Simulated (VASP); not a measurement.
# SnTeS4 (P-3m1) in VASP: further runs

One crystal, SnTeS4, is run at these levels: PBE; tasks: equation of state.

Program: VASP 6.6.1. These are calculated values, not measurements. Logs are shortened: lines on timing, memory, paths and dates and some standing lists are left out, and cuts for length are marked.

## 1. The crystal as given

The structure is trigonal, space group P-3m1 (No. 164). Conventional cell: a = 3.761 Å, b = 3.761 Å, c = 13.576 Å, α = 90.00°, β = 90.00°, γ = 120.00°. Around Sn (site symmetry -3m) lie 6 S at 2.62 Å. Te (site symmetry -3m) has 6 S at 2.68 Å as nearest neighbours. Around S (site symmetry 3m) lie 3 Te at 2.68 Å. S (site symmetry 3m) is surrounded by 3 Sn at 2.62 Å.

The cell was built by a generator and needn't be a form met in nature.

## 2. Equation of state, PBE, 27.72 Å³/atom

INCAR

```
SYSTEM = SnTeS4
ALGO = Normal ; EDIFF = 1E-6
EDIFFG = -0.02 ; ENCUT = 520
GGA = PE ; IBRION = 2
ISIF = 4 ; ISMEAR = 0
KPAR = 2 ; LASPH = .TRUE.
LCHARG = .FALSE. ; LREAL = .FALSE.
LWAVE = .FALSE. ; NELM = 100
NSW = 30 ; PREC = Accurate
SIGMA = 0.03
```

KPOINTS

```
k-points
0
G
  8 8 2
  0 0 0
```

POSCAR

```
SnTeS4
1.0
    3.7609660000      0.0000000000      0.0000000000
   -1.8804830000      3.2570920000      0.0000000000
    0.0000000000      0.0000000000     13.5761500000
Sn Te S
1 1 4
Direct
    0.0000000000      0.0000000000      0.5000000000
    0.0000000000      0.0000000000      0.0000000000
    0.6666670000      0.3333330000      0.8842050000
    0.6666670000      0.3333330000      0.3926370000
    0.3333330000      0.6666670000      0.6073630000
    0.3333330000      0.6666670000      0.1157950000
```

Potentials or basis: VASP PAW PBE potentials, release 64 (Sn_d, Te, S).

Launch:

```
$ cat potpaw_PBE.64/Sn_d/POTCAR potpaw_PBE.64/Te/POTCAR potpaw_PBE.64/S/POTCAR > POTCAR
$ mpirun -np 2 vasp_std > vasp.out
```

OUTCAR:

```text
SYSTEM = SnTeS4
   EDIFF = 1E-6
   EDIFFG = -0.02
   ENCUT = 520
   GGA = PE
   IBRION = 2
   ISIF = 4
   ISMEAR = 0
   LASPH = .TRUE.
   LREAL = .FALSE.
   NELM = 100
   NSW = 30
   PREC = Accurate

 ion  position               nearest neighbor table
   1  0.000  0.000  0.500-   4 2.62   5 2.62   5 2.62   4 2.62   4 2.62   5 2.62
   2  0.000  0.000  0.000-   3 2.68   6 2.68   6 2.68   3 2.68   3 2.68   6 2.68
   3  0.667  0.333  0.884-   2 2.68   2 2.68   2 2.68
   4  0.667  0.333  0.393-   1 2.62   1 2.62   1 2.62
   5  0.333  0.667  0.607-   1 2.62   1 2.62   1 2.62
   6  0.333  0.667  0.116-   2 2.68   2 2.68   2 2.68

  LATTYP: Found a hexagonal cell.
 ALAT       =     3.7609660000
 C/A-ratio  =     3.6097507927

  Lattice vectors:

 A1 = (   3.7609660000,   0.0000000000,   0.0000000000)
 A2 = (  -1.8804830000,   3.2570920000,   0.0000000000)
 A3 = (   0.0000000000,   0.0000000000,  13.5761500000)

Analysis of symmetry for initial positions (statically):
=====================================================================
 Subroutine PRICEL returns:
 Original cell was already a primitive cell.

 Routine SETGRP: Setting up the symmetry group for a
 hexagonal supercell.

 Subroutine GETGRP returns: Found 12 space group operations
 (whereof 12 operations were pure point group operations)
 out of a pool of 24 trial point group operations.

The static configuration has the point symmetry D_3d.

Analysis of symmetry for dynamics (positions and initial velocities):
=====================================================================
 Subroutine PRICEL returns:
 Original cell was already a primitive cell.

 Routine SETGRP: Setting up the symmetry group for a
 hexagonal supercell.

 Subroutine GETGRP returns: Found 12 space group operations
 (whereof 12 operations were pure point group operations)
 out of a pool of 24 trial point group operations.

The dynamic configuration has the point symmetry D_3d.

 Subroutine INISYM returns: Found 12 space group operations
 (whereof 12 operations are pure point group operations),
 and found     1 'primitive' translations

----------------------------------------------------------------------------------------

                                     Primitive cell

  volume of cell :     166.3053

  direct lattice vectors                    reciprocal lattice vectors
     3.760966000  0.000000000  0.000000000     0.265889136  0.153511169  0.000000000
    -1.880483000  3.257092000  0.000000000     0.000000000  0.307022338  0.000000000
     0.000000000  0.000000000 13.576150000     0.000000000  0.000000000  0.073658585

  length of vectors
     3.760966000  3.760965914 13.576150000     0.307022331  0.307022338  0.073658585

  position of ions in fractional coordinates (direct lattice)
     0.000000000  0.000000000  0.500000000
     0.000000000  0.000000000  0.000000000
     0.666667000  0.333333000  0.884205000
     0.666667000  0.333333000  0.392637000
     0.333333000  0.666667000  0.607363000
     0.333333000  0.666667000  0.115795000

  ion indices of the primitive-cell ions
   primitive index   ion index
                 1           1
                 2           2
                 3           3
                 4           4
                 5           5
                 6           6

----------------------------------------------------------------------------------------

 KPOINTS: k-points

Automatic generation of k-mesh.
 Grid dimensions read from file:
 generate k-points for:    8    8    2

 Generating k-lattice:

  Cartesian coordinates                     Fractional coordinates (reciprocal lattice)
     0.033236142  0.019188896  0.000000000     0.125000000  0.000000000  0.000000000
     0.000000000  0.038377792  0.000000000     0.000000000  0.125000000  0.000000000
     0.000000000  0.000000000  0.036829293     0.000000000  0.000000000  0.500000000

  Length of vectors
     0.038377791  0.038377792  0.036829293

  Shift w.r.t. Gamma in fractional coordinates (k-lattice)
     0.000000000  0.000000000  0.000000000

 Subroutine IBZKPT returns following result:
 ===========================================

 Found     20 irreducible k-points:

 Following reciprocal coordinates:
            Coordinates               Weight
  0.000000  0.000000  0.000000      1.000000
  0.125000  0.000000  0.000000      6.000000
  0.250000  0.000000  0.000000      6.000000
  0.375000  0.000000  0.000000      6.000000
  0.500000  0.000000  0.000000      3.000000
  0.125000  0.125000  0.000000      6.000000
[... 12 lines left out ...]
  0.250000  0.250000  0.500000      6.000000
  0.375000  0.250000  0.500000      6.000000
   k-points           NKPTS =     20   k-points in BZ     NKDIM =     20   number of bands    NBANDS=     26
   number of dos      NEDOS =    301   number of ions     NIONS =      6
   total plane-waves  NPLWV =  84672
   dimension x,y,z NGX =    28 NGY =   28 NGZ =  108
   dimension x,y,z NGXF=    56 NGYF=   56 NGZF=  216
   ions per type =               1   1   4
   NGX,Y,Z   is equivalent  to a cutoff of  12.38, 12.38, 13.23 a.u.
   NGXF,Y,Z  is equivalent  to a cutoff of  24.75, 24.75, 26.45 a.u.
 SYSTEM =  SnTeS4
   PREC   = accura    normal or accurate (medium, high low for compatibility)
   ISTART =      0    job   : 0-new  1-cont  2-samecut
   ICHARG =      2    charge: 1-file 2-atom 10-const
   ISPIN  =      1    spin polarized calculation?
   LNONCOLLINEAR =      F non collinear calculations
   LSORBIT =      F    spin-orbit coupling
   LASPH  =      T    aspherical Exc in radial PAW
   ENCUT  =  520.0 eV  38.22 Ry    6.18 a.u.   6.99  6.99 25.24*2*pi/ulx,y,z
   NELM   =    100;   NELMIN=  2; NELMDL= -5     # of ELM steps
   EDIFF  = 0.1E-05   stopping-criterion for ELM
   LREAL  =      F    real-space projection
   EDIFFG = -.2E-01   stopping-criterion for IOM
   NSW    =     30    number of steps for IOM
   IBRION =      2    ionic relax: 0-MD 1-quasi-New 2-CG
   NFREE  =      1    steps in history (QN), initial steepest desc. (CG)
   ISIF   =      4    stress and relaxation
   ISYM   =      2    0-nonsym 1-usesym 2-fastsym
   POTIM  = 0.5000    time-step for ionic-motion
   TEBEG  =    0.0;   TEEND  =   0.0 temperature during run
   PSTRESS=    0.0 pullay stress
   NELECT =      44.0000    total number of electrons
   NUPDOWN=      -1.0000    fix difference up-down
   EMIN   =  10.00;   EMAX   =-10.00  energy-range for DOS
   EFERMI =   0.00;   METHOD = LEGACY
   ISMEAR =     0;   SIGMA  =   0.03  broadening in eV -4-tet -1-fermi 0-gaus
   EFERMI_NEDOS =   21; number of points for ismear=-14 and -15
   IALGO  =     38    algorithm
   IMIX   =      4    mixing-type and parameters
     AMIX     =   0.40;   BMIX     =  1.00
     AMIX_MAG =   1.60;   BMIX_MAG =  1.00
  volume/ion in A,a.u.               =      27.72       187.05
  Fermi-wavevector in a.u.,A,eV,Ry     =   1.050970  1.986046 15.028155  1.104538
  Thomas-Fermi vector in A             =   2.185995
   LORBIT       =      0    0 simple, 1 ext, 2 COOP (PROOUT), +10 PAW based schemes
   GGA     = PE    functional components
   LHFCALC =     F    Hartree Fock is set to
   AEXX    =    0.0000 exact exchange contribution
   IVDW    =     0    specifies the selected vdW correction
   LEPSILON=     F    determine dielectric tensor
   LRPA    =     F    only Hartree local field effects (RPA)
 conjugate gradient relaxation of ions
 non-spin polarized calculation
 Gauss-broadening in eV      SIGMA  =   0.03
  energy-cutoff  :      520.00
  volume of cell :      166.31
 maximum number of plane-waves:      4511
 NGX is ok and might be reduce to    28
   NGX = 13   NGY = 13   NGZ = 51

 number of electron      43.9999992 magnetization

 Free energy of the ion-electron system (eV)
  ---------------------------------------------------
  ext. energy  EPLUGINS =         0.00000000
  ---------------------------------------------------
  free energy    TOTEN  =       -24.31079958 eV

  energy without entropy =      -24.31079958  energy(sigma->0) =      -24.31079958

 E-fermi :   3.6073     XC(G=0):  -8.5231

 val. band max:        3.4717758810   @ k =   0.1250   0.1250   0.0000
 cond. band min:       4.1048689404   @ k =   0.5000   0.0000   0.5000
 fundamental gap:      0.6330930593
 Fermi energy:         3.6073355684

 k-point     1 :       0.0000    0.0000    0.0000
  band No.  band energies     occupation
      1     -18.1446      2.00000
      2     -18.1446      2.00000
      3     -18.1221      2.00000
      4     -18.0975      2.00000
      5     -18.0975      2.00000
      6     -11.6646      2.00000
[... 18 lines left out ...]
     25       5.1298      0.00000
     26       5.1298      0.00000

 k-point     2 :       0.1250    0.0000    0.0000
  band No.  band energies     occupation
      1     -18.1526      2.00000
      2     -18.1389      2.00000
      3     -18.1170      2.00000
      4     -18.1009      2.00000
      5     -18.0960      2.00000
      6     -11.4833      2.00000
[... 18 lines left out ...]
     25       5.4061      0.00000
     26       5.4900      0.00000

 k-point     3 :       0.2500    0.0000    0.0000
  band No.  band energies     occupation
      1     -18.1741      2.00000
      2     -18.1297      2.00000
      3     -18.1137      2.00000
      4     -18.0977      2.00000
      5     -18.0875      2.00000
      6     -10.9522      2.00000
[... 456 lines left out ...]
 k-point    19 :       0.2500    0.2500    0.5000
  band No.  band energies     occupation
      1     -18.1824      2.00000
      2     -18.1449      2.00000
      3     -18.1046      2.00000
      4     -18.0952      2.00000
      5     -18.0723      2.00000
      6      -9.6497      2.00000
[... 18 lines left out ...]
     25       6.6372      0.00000
     26       6.7765      0.00000

 k-point    20 :       0.3750    0.2500    0.5000
  band No.  band energies     occupation
      1     -18.1796      2.00000
      2     -18.1525      2.00000
      3     -18.1027      2.00000
      4     -18.0822      2.00000
      5     -18.0819      2.00000
      6      -8.8109      2.00000
[... 18 lines left out ...]
     25       6.5457      0.00000
     26       6.9367      0.00000

------------------------ aborting loop because EDIFF is reached ----------------------------------------

  FORCE on cell =-STRESS in cart. coord.  units (eV):
  Direction    XX          YY          ZZ          XY          YZ          ZX
  --------------------------------------------------------------------------------------
  -------------------------------------------------------------------------------------
  Total       -0.0095493     -0.0095493     -0.0008084      0.0000000     -0.0000000      0.0000000
  in kB       -0.0919976     -0.0919976     -0.0077884      0.0000000     -0.0000000      0.0000000
  external PRESSURE =      -0.0639279 kB  Pullay stress =       0.0000000 kB

 VOLUME and BASIS-vectors are now :
 -----------------------------------------------------------------------------
  energy-cutoff  :      520.00
  volume of cell :      166.31
      direct lattice vectors                 reciprocal lattice vectors
     3.760966000  0.000000000  0.000000000     0.265889136  0.153511169  0.000000000
    -1.880483000  3.257092000  0.000000000     0.000000000  0.307022338  0.000000000
     0.000000000  0.000000000 13.576150000     0.000000000  0.000000000  0.073658585

 POSITION                                       TOTAL-FORCE (eV/Angst)
 -----------------------------------------------------------------------------------
      0.00000      0.00000      6.78808        -0.000000      0.000000      0.000000
      0.00000      0.00000      0.00000        -0.000000      0.000000      0.000000
      1.88048      1.08570     12.00410         0.000000      0.000000      0.002755
      1.88048      1.08570      5.33050        -0.000000     -0.000000      0.000979
     -0.00000      2.17140      8.24565         0.000000      0.000000     -0.000979
     -0.00000      2.17140      1.57205        -0.000000     -0.000000     -0.002755
 -----------------------------------------------------------------------------------
    total drift:                               -0.000000     -0.000000      0.000000

  FREE ENERGIE OF THE ION-ELECTRON SYSTEM (eV)
  ---------------------------------------------------
  free  energy   TOTEN  =       -24.3107995849 eV

  energy  without entropy=      -24.3107995849  energy(sigma->0) =      -24.31079958

 reached required accuracy - stopping structural energy minimisation
```

It took 1.8 min on 2 MPI ranks of Intel Xeon Platinum 8375C at 2.90GHz (Ice Lake), shared host; peak memory 0.31 GiB.

Results:

```yaml
Free_energy: -24.3108 eV
Pressure: 0.0 GPa
Band_gap_on_the_k_mesh: 0.63 eV, indirect (least direct gap 1.26 eV)
```

Caveat: spin-orbit coupling is left out, which moves the levels of the heavy elements; this functional lacks dispersion, which binds the layers, so the pressure and a relaxed spacing across them are unreliable.

## 3. Equation of state, PBE, 26.89 Å³/atom (volume scaled by 0.97)

INCAR is that of step 2.

KPOINTS is that of step 2.

Edit POSCAR of step 2 so:

```diff
@@ -2,5 +2,5 @@
 1.0
-    3.7609660000      0.0000000000      0.0000000000
-   -1.8804830000      3.2570920000      0.0000000000
-    0.0000000000      0.0000000000     13.5761500000
+    3.7229738469      0.0000000000      0.0000000000
+   -1.8614869235      3.2241898313      0.0000000000
+    0.0000000000      0.0000000000     13.4390077954
 Sn Te S
```

Potentials or basis: VASP PAW PBE potentials, release 64 (Sn_d, Te, S).

Launch:

```
$ cat potpaw_PBE.64/Sn_d/POTCAR potpaw_PBE.64/Te/POTCAR potpaw_PBE.64/S/POTCAR > POTCAR
$ mpirun -np 2 vasp_std > vasp.out
```

Wall time 6.1 min (2 MPI ranks of Intel Xeon Platinum 8375C at 2.90GHz (Ice Lake), shared host); peak memory 0.31 GiB.

Results (log left out):

| Property | Result |
| --- | --- |
| Free energy | -24.3077 eV |
| Pressure | 0.1 GPa |
| Largest force | 0.004 eV/Å |
| Band gap on the k mesh | 0.63 eV, indirect (least direct gap 1.19 eV) |

Caveat: spin-orbit coupling is left out, which moves the levels of the heavy elements; this functional lacks dispersion, which binds the layers, so the pressure and a relaxed spacing across them are unreliable.

## 4. Equation of state, PBE, 28.55 Å³/atom (volume scaled by 1.03)

INCAR is that of step 3.

KPOINTS is that of step 3.

Edit POSCAR of step 3 so:

```diff
@@ -2,5 +2,5 @@
 1.0
-    3.7229738469      0.0000000000      0.0000000000
-   -1.8614869235      3.2241898313      0.0000000000
-    0.0000000000      0.0000000000     13.4390077954
+    3.7982057090      0.0000000000      0.0000000000
+   -1.8991028545      3.2893425331      0.0000000000
+    0.0000000000      0.0000000000     13.7105760691
 Sn Te S
```

Launch:

```
$ cat potpaw_PBE.64/Sn_d/POTCAR potpaw_PBE.64/Te/POTCAR potpaw_PBE.64/S/POTCAR > POTCAR
$ mpirun -np 2 vasp_std > vasp.out
```

Wall time 6 min (2 MPI ranks of Intel Xeon Platinum 8375C at 2.90GHz (Ice Lake), shared host); peak memory 0.33 GiB.

Results (log left out):

| Property | Result |
| --- | --- |
| Free energy | -24.3109 eV |
| Pressure | 0.0 GPa |
| Largest force | 0.013 eV/Å |
| Band gap on the k mesh | 0.64 eV, indirect (least direct gap 1.33 eV) |

Caveat: spin-orbit coupling is left out, which moves the levels of the heavy elements; this functional lacks dispersion, which binds the layers, so the pressure and a relaxed spacing across them are unreliable.

## 5. Equation of state, PBE, 26.05 Å³/atom (volume scaled by 0.94)

INCAR is that of step 4.

KPOINTS is that of step 4.

Edit POSCAR of step 4 so:

```diff
@@ -2,5 +2,5 @@
 1.0
-    3.7982057090      0.0000000000      0.0000000000
-   -1.8991028545      3.2893425331      0.0000000000
-    0.0000000000      0.0000000000     13.7105760691
+    3.6841900490      0.0000000000      0.0000000000
+   -1.8420950245      3.1906020780      0.0000000000
+    0.0000000000      0.0000000000     13.2990079498
 Sn Te S
```

Launch:

```
$ cat potpaw_PBE.64/Sn_d/POTCAR potpaw_PBE.64/Te/POTCAR potpaw_PBE.64/S/POTCAR > POTCAR
$ mpirun -np 2 vasp_std > vasp.out
```

Wall time 4.3 min (2 MPI ranks of Intel Xeon Platinum 8375C at 2.90GHz (Ice Lake), shared host); peak memory 0.31 GiB.

The run converged. Its results:

* Free energy: -24.2995 eV
* Pressure: 0.3 GPa
* Largest force: 0.012 eV/Å
* Band gap on the k mesh: 0.61 eV, indirect (least direct gap 1.10 eV)

Caveat: spin-orbit coupling is left out, which moves the levels of the heavy elements; this functional lacks dispersion, which binds the layers, so the pressure and a relaxed spacing across them are unreliable.

## 6. Equation of state, PBE, 29.38 Å³/atom (volume scaled by 1.06)

INCAR is that of step 5.

KPOINTS is that of step 5.

Edit POSCAR of step 5 so:

```diff
@@ -2,5 +2,5 @@
 1.0
-    3.6841900490      0.0000000000      0.0000000000
-   -1.8420950245      3.1906020780      0.0000000000
-    0.0000000000      0.0000000000     13.2990079498
+    3.8347291583      0.0000000000      0.0000000000
+   -1.9173645791      3.3209727670      0.0000000000
+    0.0000000000      0.0000000000     13.8424166191
 Sn Te S
```

Potentials or basis: VASP PAW PBE potentials, release 64 (Sn_d, Te, S).

Launch:

```
$ cat potpaw_PBE.64/Sn_d/POTCAR potpaw_PBE.64/Te/POTCAR potpaw_PBE.64/S/POTCAR > POTCAR
$ mpirun -np 2 vasp_std > vasp.out
```

It took 4.2 min on 2 MPI ranks of Intel Xeon Platinum 8375C at 2.90GHz (Ice Lake), shared host; peak memory 0.35 GiB.

Results (log left out):

| Property | Result |
| --- | --- |
| Free energy | -24.3096 eV |
| Pressure | -0.1 GPa |
| Largest force | 0.019 eV/Å |
| Band gap on the k mesh | 0.64 eV, indirect (least direct gap 1.36 eV) |

Caveat: spin-orbit coupling is left out, which moves the levels of the heavy elements; this functional lacks dispersion, which binds the layers, so the pressure and a relaxed spacing across them are unreliable.

## 7. Equation of state, PBE, 25.22 Å³/atom (volume scaled by 0.91)

INCAR is that of step 6.

KPOINTS is that of step 6.

Edit POSCAR of step 6 so:

```diff
@@ -2,5 +2,5 @@
 1.0
-    3.8347291583      0.0000000000      0.0000000000
-   -1.9173645791      3.3209727670      0.0000000000
-    0.0000000000      0.0000000000     13.8424166191
+    3.6445720317      0.0000000000      0.0000000000
+   -1.8222860159      3.1562918697      0.0000000000
+    0.0000000000      0.0000000000     13.1559967807
 Sn Te S
```

Launch:

```
$ cat potpaw_PBE.64/Sn_d/POTCAR potpaw_PBE.64/Te/POTCAR potpaw_PBE.64/S/POTCAR > POTCAR
$ mpirun -np 2 vasp_std > vasp.out
```

Run time: 3.6 min. Hardware: 2 MPI ranks of Intel Xeon Platinum 8375C at 2.90GHz (Ice Lake), shared host; peak memory 0.31 GiB.

It converged, with:

```yaml
Free_energy: -24.2828 eV
Pressure: 0.6 GPa
Largest_force: 0.019 eV/Å
Band_gap_on_the_k_mesh: 0.60 eV, indirect (least direct gap 1.00 eV)
```

Caveat: spin-orbit coupling is left out, which moves the levels of the heavy elements; this functional lacks dispersion, which binds the layers, so the pressure and a relaxed spacing across them are unreliable.

## 8. Equation of state, PBE, 30.21 Å³/atom (volume scaled by 1.09)

INCAR is that of step 7.

KPOINTS is that of step 7.

Edit POSCAR of step 7 so:

```diff
@@ -2,5 +2,5 @@
 1.0
-    3.6445720317      0.0000000000      0.0000000000
-   -1.8222860159      3.1562918697      0.0000000000
-    0.0000000000      0.0000000000     13.1559967807
+    3.8705698259      0.0000000000      0.0000000000
+   -1.9352849130      3.3520116947      0.0000000000
+    0.0000000000      0.0000000000     13.9717924975
 Sn Te S
```

Launch:

```
$ cat potpaw_PBE.64/Sn_d/POTCAR potpaw_PBE.64/Te/POTCAR potpaw_PBE.64/S/POTCAR > POTCAR
$ mpirun -np 2 vasp_std > vasp.out
```

Run time: 5.6 min. Hardware: 2 MPI ranks of Intel Xeon Platinum 8375C at 2.90GHz (Ice Lake), shared host; peak memory 0.35 GiB.

Results (log left out):

```yaml
Free_energy: -24.3076 eV
Pressure: -0.2 GPa
Largest_force: 0.009 eV/Å
Band_gap_on_the_k_mesh: 0.65 eV, indirect (least direct gap 1.37 eV)
```

Caveat: spin-orbit coupling is left out, which moves the levels of the heavy elements; this functional lacks dispersion, which binds the layers, so the pressure and a relaxed spacing across them are unreliable.
